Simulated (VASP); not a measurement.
Crystal: SnTe.

```
CELL_PARAMETERS angstrom
0.00000 3.15085 3.15085
3.15085 0.00000 3.15085
3.15085 3.15085 0.00000
ATOMIC_POSITIONS crystal
Sn 0.00000 0.00000 0.00000
Te 0.50000 0.50000 0.50000
```

* Program: VASP 6.6.1
* Task: relaxation of cell and atoms
* Functional: PBE
* Potentials or basis: VASP PAW PBE potentials, release 64 (Sn_d, Te)
* Cutoff: 600 eV
* k mesh: 10 × 10 × 10
* Occupations: gaussian, width 0.03 eV
* Spin: no spin polarisation

At the start: pressure 2.2 GPa; volume 31.28 Å³/atom.

Question: How do energy, volume and symmetry change on relaxing?

Answer: Over 3 steps the energy falls by 11.1 meV/atom and the volume is 32.93 Å³/atom (+5.3 %); space group Fm-3m (No. 225, to 0.05 Å).

The path:
```tsv
step	energy change (eV)	largest force (eV/Å)	pressure (GPa)	volume (Å³)
1	0.0000	0.0000	2.24	62.56
2	-0.0211	0.0000	-0.43	66.60
3	-0.0222	0.0000	-0.01	65.85
```

Final structure:
```xyz
2
Lattice="0.0000 3.2052 3.2052 3.2052 0.0000 3.2052 3.2052 3.2052 0.0000" Properties=species:S:1:pos:R:3 pbc="T T T"
Sn    0.0000    0.0000    0.0000
Te    3.2052    3.2052    3.2052
```
